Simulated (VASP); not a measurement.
Consider the following.

```
WC
1.0
    1.48410    -2.57054     0.00000
    1.48410     2.57054     0.00000
    0.00000     0.00000     2.89680
W C
1 1
Direct
  0.00000   0.00000   0.00000
  0.33333   0.66667   0.50000
```

These are PBE GGA, VASP's PBE PAW potentials (set 64) (plane waves; VASP 6.6.1) values and carry that method's errors. Run with 800 eV cut-off, 13×13×11 Γ-centred mesh, first-order Methfessel-Paxton smearing of 0.10 eV, potentials W_sv C_h.

Unless said otherwise, spin-orbit coupling is left out, though it shifts the bands of the heavy elements here.

### Question
Estimate the energy per atom (σ→0), pressure, band gap (on the k-mesh) with the smallest direct gap where there is one.

### Answer

The band gap (on the k-mesh) comes out as none (metal, semimetal or under 0.01 eV) and the energy per atom (σ→0) comes out as -11.201 eV/atom. The pressure is -16.72 GPa.

The absolute energy has meaning only against runs of the same code, potentials and settings.

The compound is WC in the wc structure. The cell was not relaxed at this level. The run is one of a series of settings (ENCUT = 800, POTCAR W_sv C_h (PBE.64 set) against the base run), some of them coarse on purpose.
